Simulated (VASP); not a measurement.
## CuI (relaxed from the wurtzite structure, space group P6_3mc): computed properties

Calculation: r2SCAN meta-GGA, VASP's PBE PAW potentials (set 64) (plane waves; VASP).

```yaml
space_group: P6_3mc (186)
cell: a = b = 4.239 Å, c = 6.985 Å, α = β = 90.00°, γ = 120.00°
volume_per_atom: 27.18 Å³/atom
band gap (over mesh and band path): 1.73 eV
smallest direct gap (over mesh and band path): 1.73 eV
band_edge_character: direct, Γ to Γ
density: 5.82 g/cm³
```

```cif
data_Cu2I2
_chemical_formula_sum 'Cu2 I2'
_space_group_name_H-M_alt 'P 1'
_space_group_IT_number 1
_cell_length_a 4.23947
_cell_length_b 4.23947
_cell_length_c 6.98533
_cell_angle_alpha 90.000
_cell_angle_beta 90.000
_cell_angle_gamma 120.000
loop_
_space_group_symop_operation_xyz
  'x, y, z'
loop_
_atom_site_label
_atom_site_type_symbol
_atom_site_fract_x
_atom_site_fract_y
_atom_site_fract_z
_atom_site_occupancy
Cu1 Cu 0.33333 0.66667 0.00105 1
Cu2 Cu 0.66667 0.33333 0.50105 1
I1 I 0.33333 0.66667 0.37395 1
I2 I 0.66667 0.33333 0.87395 1
```

Unless said otherwise, spin-orbit coupling is left out, though it shifts the bands of the heavy elements here.

The structure was generated: CuI was put into the wurtzite type (P6_3mc), which need not be its known phase. It was relaxed first, which changed the volume by -11 %. Symmetry was kept, so distortions that lower it aren't found.
